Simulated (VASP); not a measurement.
Level of theory: RPBE GGA, VASP's PBE PAW potentials (set 64) (plane waves; VASP). For the first row: Run with 520 eV cut-off, 4×4×4 Γ-centred mesh, Gaussian smearing of 0.050 eV, potentials Cs_sv Pb_d Br.

```
system                      energy (eV/atom)
--------------------------  ----------------
CsPbBr3 (cubic perovskite)           -2.9842
Cs atom                              -0.1186
Pb atom                              -0.6734
Br atom                              -0.3113
```

Atoms are spin-polarised in a large box without symmetry, with the spin fixed by Hund's rule, and may not be in the lowest state of each functional; no zero-point energy is added.  Spin-orbit coupling is left out, which shifts such energies by up to tenths of an eV for the heavy elements here.

Task: What is the cohesive energy per atom of CsPbBr3?

Result: The references average (1×(-0.1186) + 1×(-0.6734) + 3×(-0.3113))/5 = -0.3452 eV, so the cohesive energy is -0.3452 − (-2.9842) = 2.639 eV/atom.
